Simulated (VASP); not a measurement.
A VASP calculation is set up with these files.

### POSCAR
```
Cu
1.0
  0.0000000000   1.8050000000   1.8050000000
  1.8050000000   0.0000000000   1.8050000000
  1.8050000000   1.8050000000   0.0000000000
Cu
1
Cartesian
  0.0000000000   0.0000000000   0.0000000000
```

### INCAR
```
# general
SYSTEM =Cu
PREC   =Accurate
ENCUT  =400   # plane-wave cut-off (eV)
LREAL  =.FALSE.   # projection in real space or not
LASPH  =.TRUE.   # aspherical one-centre terms

# electronic loop
EDIFF  =1E-6   # SCF stop (eV)
NELM   =100   # most electronic steps
ALGO   =Normal   # blocked Davidson
LMAXMIX=4   # l cut-off of mixed one-centre charges

# smearing
ISMEAR =1
SIGMA  =0.1

# functional
GGA    =PS

# ions
IBRION =2
NSW    =60
ISIF   =3
EDIFFG =-0.01   # ionic stop

# output
LWAVE  =.FALSE.
LCHARG =.FALSE.
```

**KPOINTS**
```
Automatic
0
G
16 16 16
```

POTCAR, in this order: Cu (PBE.64 set). Program: vasp_std.

Question: Translate this PBEsol calculation to Ansatz.

Answer: One equivalent input (not run):
Ansatz 0.2 input:
```yaml
crystal:
  lattice:
    - [0.0000000, 1.8050000, 1.8050000]
    - [1.8050000, 0.0000000, 1.8050000]
    - [1.8050000, 1.8050000, 0.0000000]
  atoms:
    - { symbol: Cu, position: [0.0000000, 0.0000000, 0.0000000] }
kpoints:
  mp_grid: { grid: [16, 16, 16] }
hamiltonian:
  xc: pbesol
  pseudopotentials: { kind: paw }
scf:
  occupations: { method: methfessel_paxton, width: 0.1 }
  max_iter: 100
relax:
  max_steps: 60
  f_tol: 0.01
  cell: {}
output: { forces: true, stress: true, eigenvalues: true }
```
What does not carry over: each code has its own PAW files, so the cut-off isn't converted (ENCUT is set for VASP's; basis.ecutwfc is left out, and Ansatz then takes the one that its files recommend); Ansatz stops its SCF on the density residual and VASP on the energy change (EDIFF).

The compound is Cu in the fcc structure. This run relaxes it. Symmetry was kept, so distortions that lower it aren't found.
